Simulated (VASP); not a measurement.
Runs of VASP 6.6.1 on FC2IH2. The cell holds a molecule in a box, 6 atoms: a = 12.000 Å, b = 11.000 Å, c = 13.000 Å, α = 90.00°, β = 90.00°, γ = 90.00°. 

```tsv
task	level	potentials or basis	cell	cutoff (eV)	grid for exact exchange (PRECFOCK)	screening parameter	gap on the mesh (eV)	largest force (eV/Å)
single point	HSE06+D3(BJ)	VASP PAW PBE potentials, release 64 (F, C, I, H)	as given	520	Normal	0.2 1/A	5.33	0.45
electron localisation function	PBE	VASP PAW PBE potentials, release 64 (F, C, I, H)	as given	520	-	-	4.06	1.16
atomic charges	PBE+TS	VASP PAW PBE potentials, release 64 (F, C, I, H)	as given	520	-	-	4.06	1.16
single point	PBE	VASP PAW PBE potentials, release 64 (F, C, I, H)	atoms moved at random, drawn with an rms of 0.05 Å	520	-	-	4.06	3.40
single point	BLYP+D4	VASP PAW PBE potentials, release 64 (F_s, C_s, I, H_s)	as given	400	-	-	(a)	2.63
single point	PBE	VASP PAW PBE potentials, release 64 (F, C, I, H)	as given	520	-	-	4.06	1.16
relaxation of the atoms	PBE	VASP PAW PBE potentials, release 64 (F, C, I, H)	atoms relaxed from: atoms moved at random, drawn with an rms of 0.02 Å	520	-	-	3.97	0.01
```

Alike in all rows: no spin polarisation; k mesh 1 × 1 × 1; smearing gaussian 0.01 eV.

**Question.** Estimate the missing entries.

**Answer.** (a) 3.98.

Caveats: spin-orbit coupling is left out, which moves the levels of the heavy elements; the PAW data sets were made with another functional, which shifts forces and pressure a little (some runs).

A k mesh can miss the band edges, and the runs leave out spin-orbit coupling on I.
